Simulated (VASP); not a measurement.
TiCo: single point with PBEsol

Crystal: TiCo.

```xyz
2
Lattice="2.9861 0.0000 0.0000 0.0000 2.9861 0.0000 0.0000 0.0000 2.9861" Properties=species:S:1:pos:R:3 pbc="T T T"
Ti    0.0000    0.0000    0.0000
Co    1.4931    1.4931    1.4931
```

The cell comes from a database or a generator and needn't be the stable form of this composition.

* Program: VASP 6.6.1
* Task: single point
* Functional: PBEsol
* Potentials or basis: VASP PAW PBE potentials, release 64 (Ti_sv, Co)
* Cutoff: 520 eV
* k mesh: 16 × 16 × 16
* Occupations: gaussian, width 0.15 eV
* Spin: collinear spin, typed start
* Starting moments: [0.0, 0.4] μB
* Dipole correction: no
* Further INCAR settings: ALGO = Normal; EDIFF = 1e-07; NBANDS = 22

```
Pressure                                              : -9.6 GPa
Band gap on the k mesh                                : none (metal or under the smearing width)
Net moment                                            : 0.00 μB per cell
Valence electrons inside the program's atomic spheres : Ti 10.28; Co 8.31
```

Levels at points of the mesh, in eV from the Fermi level:
Spin up:
```tsv
k point	band 6	band 7	band 8	band 9	band 10	band 11	band 12	band 13	band 14	band 15
(0.00, 0.00, 0.00)	-3.74	-3.74	-1.42	-1.42	-1.42	0.78	0.78	2.73	2.73	2.73
(0.50, 0.00, 0.00)	-3.76	-2.33	-1.50	-1.50	-1.00	-0.78	0.11	0.65	0.65	2.22
(0.50, 0.50, 0.00)	-3.72	-2.37	-2.37	-0.59	-0.14	0.65	0.65	1.23	2.59	2.59
(0.50, 0.50, 0.50)	-2.39	-2.39	-2.08	-2.08	-2.08	-0.56	-0.56	3.14	3.14	7.09
```
Spin down:
| k point | band 7 | band 8 | band 9 | band 10 | band 11 | band 12 | band 13 | band 14 |
| --- | --- | --- | --- | --- | --- | --- | --- | --- |
| (0.00, 0.00, 0.00) | -3.74 | -1.42 | -1.42 | -1.42 | 0.78 | 0.78 | 2.73 | 2.73 |
| (0.50, 0.00, 0.00) | -2.33 | -1.50 | -1.50 | -1.00 | -0.78 | 0.11 | 0.65 | 0.65 |
| (0.50, 0.50, 0.00) | -2.37 | -2.37 | -0.59 | -0.14 | 0.65 | 0.65 | 1.23 | 2.59 |
| (0.50, 0.50, 0.50) | -2.39 | -2.08 | -2.08 | -2.08 | -0.56 | -0.56 | 3.14 | 3.14 |

Run time: 3.3 min on 1 thread of Intel(R) Xeon(R) Platinum 8488C (Sapphire Rapids) (shared host), peak memory 0.27 GiB.

Caveat: the PAW data sets were made with another functional, which shifts forces and pressure a little.
